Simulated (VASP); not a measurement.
Output of a VASP run:

### OUTCAR
```
 ion  position               nearest neighbor table
   1  0.667  0.333  0.500-   4 1.92   4 1.92   4 1.92   3 1.93   2 3.14   2 3.14   2 3.14   2 3.14
                             2 3.14   2 3.14
   2  0.333  0.667  1.000-   3 1.92   3 1.92   3 1.92   4 1.93   1 3.14   1 3.14   1 3.14   1 3.14
                             1 3.14   1 3.14
   3  0.667  0.333  0.875-   2 1.92   2 1.92   2 1.92   1 1.93
   4  0.333  0.667  0.375-   1 1.92   1 1.92   1 1.92   2 1.93
  LATTYP: Found a hexagonal cell.
 ALAT       =     3.1319184102
 C/A-ratio  =     1.6418314276
 Subroutine PRICEL returns:
 Original cell was already a primitive cell.
 Subroutine GETGRP returns: Found 12 space group operations
The static configuration has the point symmetry C_3v.
 The point group associated with its full space group is C_6v.
The dynamic configuration has the point symmetry C_3v.
 Subroutine INISYM returns: Found 12 space group operations
 Subroutine IBZKPT returns following result:
 Found     30 irreducible k-points:

 Following reciprocal coordinates:
            Coordinates               Weight
  0.000000  0.000000  0.000000      1.000000
  0.125000 -0.000000  0.000000      6.000000
  0.250000 -0.000000  0.000000      6.000000
  0.375000 -0.000000  0.000000      6.000000
  0.500000 -0.000000  0.000000      3.000000
  0.125000  0.125000  0.000000      6.000000
  0.250000  0.125000  0.000000     12.000000
  0.375000  0.125000  0.000000     12.000000
  0.250000  0.250000  0.000000      6.000000
  0.375000  0.250000  0.000000      6.000000
  0.000000  0.000000  0.200000      2.000000
  0.125000 -0.000000  0.200000     12.000000
  0.250000 -0.000000  0.200000     12.000000
  0.375000 -0.000000  0.200000     12.000000
  0.500000 -0.000000  0.200000      6.000000
  0.125000  0.125000  0.200000     12.000000
  0.250000  0.125000  0.200000     24.000000
  0.375000  0.125000  0.200000     24.000000
  0.250000  0.250000  0.200000     12.000000
  0.375000  0.250000  0.200000     12.000000
  0.000000  0.000000  0.400000      2.000000
  0.125000 -0.000000  0.400000     12.000000
  0.250000 -0.000000  0.400000     12.000000
  0.375000 -0.000000  0.400000     12.000000
  0.500000 -0.000000  0.400000      6.000000
  0.125000  0.125000  0.400000     12.000000
  0.250000  0.125000  0.400000     24.000000
  0.375000  0.125000  0.400000     24.000000
  0.250000  0.250000  0.400000     12.000000
  0.375000  0.250000  0.400000     12.000000
   k-points           NKPTS =     30   k-points in BZ     NKDIM =     30   number of bands    NBANDS=     12
   number of dos      NEDOS =    301   number of ions     NIONS =      4
   total plane-waves  NPLWV =  23040
   dimension x,y,z NGX =    24 NGY =   24 NGZ =   40
   dimension x,y,z NGXF=    48 NGYF=   48 NGZF=   80
   ions per type =               2   2
   PREC   = accura    normal or accurate (medium, high low for compatibility)
   ISTART =      0    job   : 0-new  1-cont  2-samecut
   ICHARG =      2    charge: 1-file 2-atom 10-const
   ISPIN  =      1    spin polarized calculation?
   LNONCOLLINEAR =      F non collinear calculations
   LSORBIT =      F    spin-orbit coupling
   INIWAV =      1    electr: 0-lowe 1-rand  2-diag
   ENCUT  =  520.0 eV  38.22 Ry    6.18 a.u.   5.82  5.82  9.56*2*pi/ulx,y,z
   NELM   =    100;   NELMIN=  2; NELMDL= -5     # of ELM steps
   EDIFF  = 0.1E-06   stopping-criterion for ELM
   LREAL  =      F    real-space projection
   NLSPLINE    = F    spline interpolate recip. space projectors
   LMAXMIX     =    2 max onsite mixed and CHGCAR
   VOSKOWN=      0    Vosko Wilk Nusair interpolation
   EDIFFG = -.1E-01   stopping-criterion for IOM
   NSW    =     30    number of steps for IOM
   NBLOCK =      1;   KBLOCK =     30    inner block; outer block
   IBRION =      2    ionic relax: 0-MD 1-quasi-New 2-CG
   NFREE  =      1    steps in history (QN), initial steepest desc. (CG)
   ISIF   =      4    stress and relaxation
   ISYM   =      2    0-nonsym 1-usesym 2-fastsym
   TEIN   =    0.0    initial temperature
...
```

**OSZICAR**
```
...
DAV:  16    -0.383298440541E+02    0.17601E-03   -0.29476E-05   932   0.676E-02    0.216E-02
DAV:  17    -0.383298568341E+02   -0.12780E-04   -0.10763E-06   856   0.138E-02    0.166E-02
DAV:  18    -0.383298555680E+02    0.12661E-05   -0.64256E-07   884   0.652E-03    0.959E-04
DAV:  19    -0.383298622135E+02   -0.66455E-05   -0.14330E-07   548   0.484E-03    0.603E-03
DAV:  20    -0.383298513521E+02    0.10861E-04   -0.37030E-08   456   0.263E-03    0.420E-03
DAV:  21    -0.383298534264E+02   -0.20743E-05   -0.89980E-08   440   0.309E-03    0.670E-04
DAV:  22    -0.383298503808E+02    0.30456E-05   -0.19487E-08   440   0.141E-03    0.430E-04
DAV:  23    -0.383298517099E+02   -0.13291E-05   -0.45118E-09   408   0.804E-04    0.411E-04
DAV:  24    -0.383298514656E+02    0.24435E-06   -0.46611E-09   404   0.821E-04    0.929E-05
DAV:  25    -0.383298515782E+02   -0.11258E-06   -0.78160E-10   396   0.247E-04    0.860E-05
DAV:  26    -0.383298513990E+02    0.17918E-06   -0.14311E-10   408   0.113E-04    0.935E-05
DAV:  27    -0.383298514864E+02   -0.87377E-07   -0.55032E-11   400   0.804E-05
   1 F= -.38329851E+02 E0= -.38329851E+02  d E =-.383299E+02
       N       E                     dE             d eps       ncg     rms          rms(c)
DAV:   1    -0.383298820881E+02   -0.30689E-04   -0.34652E-03   896   0.501E-01    0.369E-02
DAV:   2    -0.383298701001E+02    0.11988E-04   -0.11348E-04   900   0.947E-02    0.189E-02
DAV:   3    -0.383298480308E+02    0.22069E-04   -0.23887E-05   916   0.456E-02    0.467E-03
DAV:   4    -0.383298574607E+02   -0.94299E-05   -0.66808E-06   904   0.213E-02    0.266E-03
DAV:   5    -0.383298521744E+02    0.52863E-05   -0.68017E-07   832   0.968E-03    0.137E-03
DAV:   6    -0.383298544530E+02   -0.22786E-05   -0.16540E-07   540   0.487E-03    0.274E-04
DAV:   7    -0.383298531450E+02    0.13080E-05   -0.68505E-08   432   0.262E-03    0.994E-05
DAV:   8    -0.383298538584E+02   -0.71340E-06   -0.77354E-09   412   0.101E-03    0.623E-05
DAV:   9    -0.383298534562E+02    0.40218E-06   -0.11872E-09   404   0.469E-04    0.324E-05
DAV:  10    -0.383298537188E+02   -0.26251E-06   -0.81362E-10   408   0.367E-04    0.220E-05
DAV:  11    -0.383298536017E+02    0.11702E-06   -0.24449E-10   376   0.190E-04    0.197E-05
DAV:  12    -0.383298536264E+02   -0.24640E-07   -0.52183E-11   360   0.747E-05
   2 F= -.38329854E+02 E0= -.38329854E+02  d E =-.214002E-05
       N       E                     dE             d eps       ncg     rms          rms(c)
DAV:   1    -0.383298745065E+02   -0.20905E-04   -0.80404E-04   896   0.241E-01    0.178E-02
DAV:   2    -0.383298695764E+02    0.49301E-05   -0.26314E-05   900   0.456E-02    0.912E-03
DAV:   3    -0.383298700551E+02   -0.47871E-06   -0.55371E-06   916   0.219E-02    0.225E-03
DAV:   4    -0.383298657364E+02    0.43187E-05   -0.15499E-06   904   0.103E-02    0.128E-03
DAV:   5    -0.383298684633E+02   -0.27268E-05   -0.15372E-07   644   0.466E-03    0.662E-04
DAV:   6    -0.383298672897E+02    0.11736E-05   -0.42519E-08   400   0.238E-03    0.144E-04
DAV:   7    -0.383298681071E+02   -0.81748E-06   -0.18908E-08   392   0.138E-03    0.571E-05
DAV:   8    -0.383298677346E+02    0.37250E-06   -0.22265E-09   372   0.518E-04    0.354E-05
DAV:   9    -0.383298679180E+02   -0.18340E-06   -0.32603E-10   360   0.237E-04    0.243E-05
DAV:  10    -0.383298677749E+02    0.14316E-06   -0.22301E-10   360   0.192E-04    0.188E-05
DAV:  11    -0.383298678381E+02   -0.63250E-07   -0.74987E-11   360   0.105E-04
   3 F= -.38329868E+02 E0= -.38329868E+02  d E =-.163518E-04
```

OUTCAR:
```
------------------------ aborting loop because EDIFF is reached ----------------------------------------
  FORCE on cell =-STRESS in cart. coord.  units (eV):
  Direction    XX          YY          ZZ          XY          YZ          ZX
  --------------------------------------------------------------------------------------
  Total       -3.2567105     -3.2567099     -3.2537661      0.0000000     -0.0000000      0.0000000
  in kB     -119.4535880   -119.4535671   -119.3455920      0.0000000     -0.0000000      0.0000000
  external PRESSURE =    -119.4175824 kB  Pullay stress =       0.0000000 kB
  volume of cell :       43.68
      direct lattice vectors                 reciprocal lattice vectors
     1.565707030 -2.711883889  0.000000000     0.319344546 -0.184373675  0.000000000
     1.565707030  2.711883889  0.000000000     0.319344546  0.184373675 -0.000000000
     0.000000000  0.000000000  5.143739274     0.000000000  0.000000000  0.194411098
  FREE ENERGIE OF THE ION-ELECTRON SYSTEM (eV)
  ---------------------------------------------------
  free  energy   TOTEN  =       -38.3298678381 eV

  energy  without entropy=      -38.3298678381  energy(sigma->0) =      -38.32986784

 reached required accuracy - stopping structural energy minimisation
```
(Selected blocks of OUTCAR.)

**POSCAR**
```
SiC
1
    1.5659593118    -2.7123208442     0.0000000000
    1.5659593118     2.7123208442     0.0000000000
    0.0000000000     0.0000000000     5.1420820744
Si C
2 2
Direct
  0.6666670000   0.3333330000   0.4996151164
  0.3333330000   0.6666670000   0.9996151164
  0.6666670000   0.3333330000   0.8753848836
  0.3333330000   0.6666670000   0.3753848836
```

### Question
Reconstruct the remaining input files.

### Answer
This is not unique; one that fits is the input of the run itself, r2SCAN+rVV10, plane waves, VASP's PBE PAW potentials (set 64).

**INCAR**
```
# general
SYSTEM   = SiC
PREC     = Accurate
ENCUT    = 520
LREAL    = .FALSE.
LASPH    = .TRUE.

# electronic loop
EDIFF    = 1E-7
NELM     = 100
ALGO     = Normal
LMIXTAU  = .TRUE.

# smearing
ISMEAR   = 0
SIGMA    = 0.05

# functional
METAGGA  = R2SCAN
LUSE_VDW = .TRUE.
BPARAM   = 11.95
CPARAM   = 0.0093

# ions
IBRION   = 2
NSW      = 30
ISIF     = 4
EDIFFG   = -0.01

# output
LWAVE    = .FALSE.
LCHARG   = .FALSE.
```

File KPOINTS:
```
Automatic mesh
0
Gamma
8 8 5
0 0 0
```

POTCAR, in this order: Si C (PBE.64 set). Program: vasp_std.

The compound is SiC in the wurtzite structure, the rare 2H polytype. This cell is one point of a volume scan, at 1.06 of the reference volume. Symmetry was kept, so distortions that lower it aren't found.
